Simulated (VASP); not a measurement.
```
CELL_PARAMETERS angstrom
      3.99371     0.00000     0.00000
      0.00000     3.99371     0.00000
      0.00000     0.00000     3.99371
ATOMIC_POSITIONS crystal
  Ba 0.00000 0.00000 0.00000
  Ti 0.50000 0.50000 0.50000
  O  0.50000 0.00000 0.50000
  O  0.00000 0.50000 0.50000
  O  0.50000 0.50000 0.00000
```

Calculation: vdW-DF-cx, VASP's PBE PAW potentials (set 64) (plane waves; VASP 6.6.1). Settings: 520 eV cut-off, 6×6×6 Γ-centred mesh, tetrahedra with Blöchl corrections, potentials Ba_sv Ti_sv O.

Unless said otherwise, spin-orbit coupling is left out, though it shifts the bands of the heavy elements here.

**Question.** Estimate the energy per atom (σ→0), band gap (on the k-mesh) with the smallest direct gap where there is one.

**Answer.** 
```yaml
band gap (on the k-mesh): 1.74 eV
smallest direct gap (on the k-mesh): 1.88 eV
energy per atom (σ→0): -6.236 eV/atom
```

Only differences to runs with the same potentials and settings are physical.

The compound is BaTiO3 in the cubic perovskite structure, the ideal cubic form; the compound distorts at low or room temperature. It was relaxed first.
